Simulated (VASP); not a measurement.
Crystal: BaTiH3.

```xyz
5
Lattice="3.5162 0.0000 0.0000 0.0000 3.5162 0.0000 0.0000 0.0000 3.5162" Properties=species:S:1:pos:R:3 pbc="T T T"
Ba    1.7581    1.7581    1.7581
Ti    0.0000    0.0000    0.0000
H     1.7581    0.0000    0.0000
H     0.0000    1.7581    0.0000
H     0.0000    0.0000    1.7581
```

The cell was built by a generator and needn't be a form met in nature.

- Program: VASP 6.6.1
- Task: relaxation of cell and atoms
- Functional: r2SCAN
- Potentials or basis: VASP PAW PBE potentials, release 64 (Ba_sv, Ti_sv, H)
- Cutoff: 600 eV
- k mesh: 8 × 8 × 8
- Occupations: gaussian, width 0.03 eV
- Spin: no spin polarisation

At the start: pressure 58.1 GPa; volume 8.69 Å³/atom.

Q: Where does the relaxation end?

A: Over 4 steps the energy falls by 620.9 meV/atom and the volume is 13.61 Å³/atom (+56.5 %); space group Pm-3m (No. 221, to 0.05 Å).

Step by step:
| step | energy change (eV) | largest force (eV/Å) | pressure (GPa) | volume (Å³) |
| --- | --- | --- | --- | --- |
| 1 | 0.0000 | 0.0000 | 58.05 | 43.47 |
| 2 | -3.0980 | 0.0000 | 1.35 | 66.46 |
| 3 | -3.1029 | 0.0000 | -0.63 | 68.81 |
| 4 | -3.1044 | 0.0000 | -0.01 | 68.04 |

Final structure:
```
Ba Ti H
1.0
     4.08250    0.00000    0.00000
     0.00000    4.08250    0.00000
     0.00000    0.00000    4.08250
Ba Ti H
1 1 3
Direct
  0.50000 0.50000 0.50000
  0.00000 0.00000 0.00000
  0.50000 0.00000 0.00000
  0.00000 0.50000 0.00000
  0.00000 0.00000 0.50000
```

Caveat: the volume moved by over 15 % at a fixed basis, so the end points are rough; the PAW data sets were made with another functional, which shifts forces and pressure a little.
